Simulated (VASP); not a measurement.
# A VASP study of ZrTiGe2 (vdW-DF2): structure first, properties next, part 6 of 6

Wanted: the relaxed cell of ZrTiGe2 and its properties. The cell is invented: it takes the structure of a Materials Project entry for ZrTiC2 (space group 166 there), with some of its atoms replaced by other elements, volume scaled by an estimate. It may not be a known or stable phase.

VASP 6.6.1, plane waves and PAW; the level of theory is named at each step.

Still holding for the runs below: The k-mesh is coarse for a metal.

So far. Step 14 (Volume scan with vdW-DF2 (run 7)): The pressure falls from -3.29 to -4.71 GPa. The parabola predicted -4.68 GPa, +0.03 GPa off. Step 16 (Fit for vdW-DF2): The fitted volume lies +0.43 % from the relaxed one. At a finite cutoff and mesh the minimum of the energy and the zero of the stress don't quite coincide, and the relaxation stops at a threshold. The relaxed cell has a = 3.900, c = 18.566 Å (conventional setting).

**17. Bands along the symmetry lines (vdW-DF2 + SOC)**

This step: vdW-DF2, spin-orbit coupling; plane waves and PAW (Zr_sv, Ge_d, Ti_sv); invented cell (VASP 6.6.1).

The mesh alone shows little of the dispersion and can miss band extrema, so KPOINTS_OPT adds a path through the symmetry points after the self-consistent cycle. Spin-orbit coupling needs spinors and the noncollinear program, where each band holds one electron.

INCAR

```
SYSTEM = ZrTiGe2
PREC = Accurate
ENCUT = 410
EDIFF = 1E-06
NELM = 100
ISMEAR = 0
SIGMA = 0.05
LREAL = .FALSE.
ALGO = Normal
GGA = ML
AGGAC = 0
LUSE_VDW = .TRUE.
ZAB_VDW = -1.8867
LASPH = .TRUE.
LNONCOLLINEAR = .TRUE.
MAGMOM = 0 0 0 0 0 0 0 0 0 0 0 0
NBANDS = 64
GGA_COMPAT = .FALSE.
LSORBIT = .TRUE.
LMAXMIX = 4
LORBIT = 11
LWAVE = .FALSE.
LCHARG = .FALSE.
KPAR = 2
```

POSCAR

```
ZrTiGe2
1.0
    1.9500024149      1.1258346826      6.1886077234
   -1.9500024149      1.1258346826      6.1886077234
    0.0000000000     -2.2516682025      6.1886077109
Zr Ge Ti
1 2 1
Direct
    0.0000000000      0.0000000000      0.0000000000
    0.2444069505      0.2444069505      0.2444069506
    0.7555930495      0.7555930495      0.7555930494
    0.5000000000      0.5000000000      0.5000000000
```

KPOINTS

```
Automatic mesh
0
Gamma
6 6 6
0 0 0
```

KPOINTS_OPT

```
Line mode
16
Line-mode
Reciprocal
  0.00000000   0.00000000   0.00000000 GAMMA
  0.50000000   0.00000000   0.00000000 L

  0.50000000   0.00000000   0.00000000 L
  0.50000000   0.18873003  -0.18873003 B1

  0.81126997   0.50000000   0.18873003 B
  0.50000000   0.50000000   0.50000000 Z

  0.50000000   0.50000000   0.50000000 Z
  0.00000000   0.00000000   0.00000000 GAMMA

  0.00000000   0.00000000   0.00000000 GAMMA
  0.34436502   0.00000000  -0.34436502 X

  0.65563498   0.34436502   0.00000000 Q
  0.50000000   0.50000000   0.00000000 F

  0.50000000   0.50000000   0.00000000 F
  0.65563498   0.65563498   0.18873003 P1

  0.65563498   0.65563498   0.18873003 P1
  0.50000000   0.50000000   0.50000000 Z

  0.50000000   0.00000000   0.00000000 L
  0.81126997   0.34436502   0.34436502 P
```

The projector-augmented-wave data sets are Zr_sv, Ge_d and Ti_sv (PBE family, release 64).

Command:

```sh
> mpirun -np 2 vasp_ncl
```

Log:

```text
[... set-up lines as in an earlier step ...]
 entering main loop
       N       E                     dE             d eps       ncg     rms          rms(c)
DAV:   1     0.733202808755E+03    0.73320E+03   -0.21028E+04  5200   0.329E+03
DAV:   2     0.130396676163E+03   -0.60281E+03   -0.58170E+03  4160   0.983E+02
DAV:   3     0.533011627654E+00   -0.12986E+03   -0.12533E+03  4808   0.264E+02
DAV:   4    -0.156790967006E+02   -0.16212E+02   -0.15999E+02  5952   0.939E+01
DAV:   5    -0.168151614134E+02   -0.11361E+01   -0.11335E+01  6544   0.207E+01    0.158E+01
DAV:   6    -0.148258561537E+02    0.19893E+01   -0.33076E+01  6064   0.607E+01    0.132E+01
DAV:   7    -0.138563536571E+02    0.96950E+00   -0.31323E+01  5136   0.276E+01    0.607E+00
DAV:   8    -0.133618742532E+02    0.49448E+00   -0.28280E+00  5488   0.830E+00    0.369E+00
DAV:   9    -0.131880517642E+02    0.17382E+00   -0.82165E-01  6112   0.437E+00    0.111E+00
DAV:  10    -0.132225985289E+02   -0.34547E-01   -0.18099E-01  5616   0.212E+00    0.118E+00
DAV:  11    -0.132048283491E+02    0.17770E-01   -0.75799E-02  5184   0.153E+00    0.224E-01
DAV:  12    -0.132049972354E+02   -0.16889E-03   -0.37910E-03  5656   0.367E-01    0.723E-02
DAV:  13    -0.132050221249E+02   -0.24889E-04   -0.63419E-04  5984   0.166E-01    0.487E-02
DAV:  14    -0.132050115737E+02    0.10551E-04   -0.78828E-05  5576   0.650E-02    0.196E-02
DAV:  15    -0.132050153044E+02   -0.37307E-05   -0.44657E-05  4528   0.377E-02    0.606E-03
DAV:  16    -0.132050168585E+02   -0.15541E-05   -0.39952E-06  3984   0.135E-02    0.247E-03
DAV:  17    -0.132050174063E+02   -0.54781E-06   -0.65269E-07  3200   0.590E-03
   1 F= -.13205017E+02 E0= -.13203793E+02  d E =-.244920E-02  mag=    -0.0000     0.0000    -0.0000
 Start KPOINTS_OPT (optional k-point list driver)
k-point batch [1-32\144]
       N       E                     dE             ncg
DAV:   1     0.127913319299E+03   -0.33560E+05     5184
DAV:   2    -0.189946280925E+05   -0.19123E+05     4120
DAV:   3    -0.230403338344E+05   -0.40457E+04     4840
DAV:   4    -0.235557714749E+05   -0.51544E+03     5960
DAV:   5    -0.235918044971E+05   -0.36033E+02     6368
DAV:   6    -0.235934251572E+05   -0.16207E+01     6704
DAV:   7    -0.235934973547E+05   -0.72198E-01     6416
DAV:   8    -0.235934994616E+05   -0.21068E-02     6400
DAV:   9    -0.235934995736E+05   -0.11201E-03     5264
DAV:  10    -0.235934995812E+05   -0.75847E-05     4360
DAV:  11    -0.235934995817E+05   -0.53282E-06     3368
[...]
k-point batch [129-144\144]
       N       E                     dE             ncg
DAV:   1     0.128082404552E+05   -0.22823E+05     2592
DAV:   2     0.335590004376E+04   -0.94523E+04     2056
DAV:   3     0.134165238820E+04   -0.20142E+04     2400
DAV:   4     0.108771864211E+04   -0.25393E+03     2896
DAV:   5     0.106917483232E+04   -0.18544E+02     3248
DAV:   6     0.106844047936E+04   -0.73435E+00     3264
DAV:   7     0.106840383899E+04   -0.36640E-01     3264
DAV:   8     0.106840304076E+04   -0.79822E-03     3152
DAV:   9     0.106840299483E+04   -0.45938E-04     2808
DAV:  10     0.106840299130E+04   -0.35266E-05     2240
DAV:  11     0.106840299109E+04   -0.21357E-06     1736
```

Elapsed: 21 min, on 2 MPI ranks of AMD EPYC 9R45, shared host; peak memory 3.2 GiB; 40 min of CPU time.

From OUTCAR (step 17):

```text
   k-points           NKPTS =     32   k-points in BZ     NKDIM =     32   number of bands    NBANDS=     64

   NELECT =      52.0000    total number of electrons

 E-fermi :   7.2744

 k-point     1 :       0.0000    0.0000    0.0000
  band No.  band energies     occupation
    ...
     42       2.8027      1.00000
     43       5.2295      1.00000
     44       5.2295      1.00000
     45       5.2851      1.00000
     46       5.2851      1.00000
     47       7.3426      0.02701
     48       7.3426      0.02701
     49       7.3614      0.00697
     50       7.3614      0.00697
     51       7.5279      0.00000
    ...

Total vdW correction in eV:      8.0999617

  Total        0.0127141      0.0127141      0.0076971      0.0000000      0.0000000      0.0000000
  in kB        0.2498864      0.2498863      0.1512812      0.0000000      0.0000000      0.0000000
  external PRESSURE =       0.2170180 kB  Pullay stress =       0.0000000 kB

 POSITION                                       TOTAL-FORCE (eV/Angst)
 -----------------------------------------------------------------------------------
      0.00000      0.00000      0.00000         0.000000     -0.000000     -0.000000
      0.00000      0.00000      4.53762         0.000000     -0.000000     -0.000738
      0.00000      0.00000     14.02821         0.000000      0.000000      0.000738
      0.00000      0.00000      9.28291         0.000000      0.000000      0.000000
 -----------------------------------------------------------------------------------
    total drift:                                0.000000      0.000000      0.000000

  FREE ENERGIE OF THE ION-ELECTRON SYSTEM (eV)
  ---------------------------------------------------
  free  energy   TOTEN  =       -13.2050174063 eV

  energy  without entropy=      -13.2025682041  energy(sigma->0) =      -13.20379281

Total vdW correction in eV:      8.0999271

 Spin-Orbit-Coupling matrix elements
 Ion:    1  E_soc:     -0.1452003
 Ion:    2  E_soc:     -0.0228550
 Ion:    3  E_soc:     -0.0228550
 Ion:    4  E_soc:     -0.0127114

 magnetization (x)
# of ion       s       p       d       tot
------------------------------------------
    1        0.000  -0.000   0.000  -0.000
    2        0.000  -0.000   0.000   0.000
    3        0.000  -0.000   0.000   0.000
    4        0.000   0.000   0.000   0.000
--------------------------------------------------
tot          0.000  -0.000   0.000   0.000

 magnetization (y)
# of ion       s       p       d       tot
------------------------------------------
    1        0.000   0.000   0.000   0.000
    2        0.000   0.000   0.000   0.000
    3       -0.000   0.000   0.000  -0.000
    4       -0.000   0.000  -0.000  -0.000
--------------------------------------------------
tot         -0.000   0.000   0.000  -0.000

 magnetization (z)
# of ion       s       p       d       tot
------------------------------------------
    1        0.000   0.000   0.000   0.000
    2        0.000   0.000   0.000   0.000
    3        0.000   0.000   0.000   0.000
    4        0.000   0.000   0.000   0.000
--------------------------------------------------
tot          0.000   0.000   0.000   0.000

[... 6 parts as in an earlier step ...]

[... 10 further parts left out ...]
```

Numbers from this step:

| Quantity | Value |
| --- | --- |
| SCF cycles | 17 |
| bands | 64 |
| irreducible k-points | 32 |
| free energy (TOTEN) | -13.21 eV |
| energy at zero smearing | -13.20 eV |
| Fermi energy | 7.274 eV |
| pressure | 0.02170 GPa |

On-site spin-orbit energy by atom:

```csv
atom,on-site spin-orbit energy (eV)
Zr1,-0.145
Ge2,-0.023
Ge3,-0.023
Ti4,-0.013
```

The electronic bands at the labelled points (eV, zero at the Fermi level; # counts the bands kept, so #1 is VASP's band 37):

| point | #11 | #12 | #13 | #14 | #15 | #16 | #17 | #18 |
| --- | --- | --- | --- | --- | --- | --- | --- | --- |
| Γ | 0.07 | 0.07 | 0.09 | 0.09 | 0.25 | 0.25 | 0.53 | 0.53 |
| 0.53 of the way | -1.70 | -1.70 | -1.03 | -1.03 | -0.71 | -0.71 | 0.39 | 0.39 |
| L | -1.80 | -1.80 | -1.44 | -1.44 | -1.21 | -1.21 | 0.71 | 0.71 |
| 0.47 of the way | -2.14 | -2.14 | -1.61 | -1.61 | -1.51 | -1.51 | 0.99 | 0.99 |
| B1 | -2.31 | -2.31 | -1.41 | -1.41 | -1.32 | -1.32 | 0.74 | 0.74 |
| jump to B | -2.31 | -2.31 | -1.41 | -1.41 | -1.32 | -1.32 | 0.74 | 0.74 |
| 0.53 of the way | -1.36 | -1.36 | -1.13 | -1.13 | -1.10 | -1.10 | 0.38 | 0.38 |
| Z | -1.23 | -1.23 | -1.12 | -1.12 | -1.08 | -1.08 | 0.52 | 0.52 |
| 0.53 of the way | -0.26 | -0.26 | -0.19 | -0.19 | -0.19 | -0.19 | 0.27 | 0.27 |
| Γ | 0.07 | 0.07 | 0.09 | 0.09 | 0.25 | 0.25 | 0.53 | 0.53 |
| 0.47 of the way | -1.73 | -1.73 | -1.21 | -1.21 | -1.14 | -1.14 | 0.57 | 0.57 |
| X | -2.28 | -2.28 | -1.55 | -1.55 | -1.28 | -1.28 | 0.75 | 0.75 |
| jump to Q | -2.28 | -2.28 | -1.55 | -1.55 | -1.28 | -1.28 | 0.75 | 0.75 |
| 0.47 of the way | -2.05 | -2.05 | -1.63 | -1.63 | -0.61 | -0.61 | 0.23 | 0.23 |
| F | -1.76 | -1.76 | -1.18 | -1.18 | -0.04 | -0.04 | 0.36 | 0.36 |
| 0.53 of the way | -1.77 | -1.77 | -1.20 | -1.20 | -0.11 | -0.11 | 0.33 | 0.33 |
| P1 | -1.81 | -1.81 | -1.26 | -1.26 | -0.26 | -0.26 | 0.28 | 0.28 |
| 0.47 of the way | -1.50 | -1.50 | -1.00 | -1.00 | -0.55 | -0.55 | 0.05 | 0.05 |
| Z | -1.23 | -1.23 | -1.12 | -1.12 | -1.08 | -1.08 | 0.52 | 0.52 |
| jump to L | -1.80 | -1.80 | -1.44 | -1.44 | -1.21 | -1.21 | 0.71 | 0.71 |
| 0.47 of the way | -1.70 | -1.70 | -1.67 | -1.67 | -0.85 | -0.85 | 0.46 | 0.46 |
| P | -1.81 | -1.81 | -1.26 | -1.26 | -0.26 | -0.26 | 0.28 | 0.28 |

Of the projections kept (Zr, Ge, Ti), the largest for each band there; the rest of the weight can lie on other orbitals:

| point | #11 | #12 | #13 | #14 | #15 | #16 | #17 | #18 |
| --- | --- | --- | --- | --- | --- | --- | --- | --- |
| Γ | Ti 0.65 | Ti 0.65 | Ti 0.66 | Ti 0.66 | Ti 0.62 | Ti 0.62 | Ti 0.56 | Ti 0.56 |
| L | Ti 0.52 | Ti 0.52 | Zr 0.51 | Zr 0.51 | Ti 0.65 | Ti 0.65 | Ti 0.88 | Ti 0.88 |
| B1 | Ge 0.50 | Ge 0.50 | Ge 0.40 | Ge 0.40 | Ti 0.45 | Ti 0.45 | Ti 0.84 | Ti 0.84 |
| B | Ge 0.50 | Ge 0.50 | Ge 0.40 | Ge 0.40 | Ti 0.45 | Ti 0.45 | Ti 0.84 | Ti 0.84 |
| Z | Ti 0.71 | Ti 0.71 | Zr 0.64 | Zr 0.64 | Zr 0.66 | Zr 0.66 | Ti 0.97 | Ti 0.97 |
| Γ | Ti 0.65 | Ti 0.65 | Ti 0.66 | Ti 0.66 | Ti 0.62 | Ti 0.62 | Ti 0.56 | Ti 0.56 |

There is no gap at this level.

Of the bands kept, 6 cross the Fermi level on this path (spinor bands, one electron each).

**18. Outcome**

| Item | Value |
| --- | --- |
| relaxed volume | 20.38 Å³/atom |
| relaxed conventional cell a, b, c | 3.900, 3.900, 18.566 Å; angles 90.0, 90.0, 120.0° |
| space group after relaxing, within 0.02 Å | R-3m (No. 166) |
| band gap | none, a metal |
| DOS at the Fermi level | 0.701 states/eV/cell |
| bulk modulus from the fit | 91.0 GPa |
| volume from the fit | 20.5 Å³/atom |
| band gap (vdW-DF2 + SOC) | none, a metal |

What this shows: With vdW-DF2, ZrTiGe2 relaxes to 20.38 Å³/atom in space group R-3m (held by the symmetry of the run), comes out as a metal and has a bulk modulus of 91.0 GPa at fixed shape and positions, an upper bound. Bands along the symmetry lines (vdW-DF2): Of the bands kept, 3 cross the Fermi level on this path. Bands along the symmetry lines (vdW-DF2 + SOC): Of the bands kept, 6 cross the Fermi level on this path (spinor bands, one electron each). The k-sampling is coarse for a metal, so the Fermi level, pressures and the shape of the cell carry errors. No search among competing phases was made. All values are for a static lattice at zero temperature.

[Lines on the potential files, build, host, timing and source positions are cut from VASP's logs without a mark.]

[Logs are printed without paths, hosts, clocks, repeated set-up lines and the standing remarks that a program may print on its own settings, such as how far it seeks lower states.]

[Hosts, paths, dates, database ids (printed as entryN), source tags and the programs' standing remarks are cut or masked in the printed files.]

[A measured line is paired with the nearest computed mode of its activity, which favours agreement.]
